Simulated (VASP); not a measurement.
Crystal: LaPb2.

```
Pb La
1.0
    -2.06634    2.06634    5.63845
     2.06634   -2.06634    5.63845
     2.06634    2.06634   -5.63845
Pb La
2 1
Direct
  0.68639 0.68639 0.00000
  0.31361 0.31361 0.00000
  0.00000 0.00000 0.00000
```

The cell comes from a database or a generator and needn't be the stable form of this composition.

```yaml
Program: VASP 6.6.1
Task: single point
Functional: PBE
Potentials_or_basis: VASP PAW PBE potentials, release 64 (Pb_d, La)
Cutoff: 520 eV
k_mesh: 9 × 9 × 9
Occupations: fermi-dirac, width 0.05 eV
Spin: no spin polarisation
```

On this cell: pressure 0.0 GPa; largest force 0.080 eV/Å; band gap on the k mesh none (metal or under the smearing width).

The same run follows on a disturbed copy (atoms moved at random, drawn with an rms of 0.05 Å):

```
Pb La
1.0
    -2.06634    2.06634    5.63845
     2.06634   -2.06634    5.63845
     2.06634    2.06634   -5.63845
Pb La
2 1
Direct
  0.68945 0.67489 0.99925
  0.32191 0.32203 0.01417
  0.00295 0.00353 0.01031
```

Question: What does the disturbed cell give?

Answer: The energy (extrapolated to zero smearing) moves by +1.5 meV/atom; pressure -0.1 GPa; largest force 0.146 eV/Å; band gap on the k mesh none (metal or under the smearing width).

Forces on the atoms (eV/Å):
```
Pb   0.138 -0.001  0.048
Pb  -0.129 -0.003 -0.068
La  -0.008  0.004  0.020
```

Stress tensor (GPa, compression positive):
```
-0.57  0.00 -0.05
 0.00 -0.49  0.00
-0.05  0.00  0.74
```
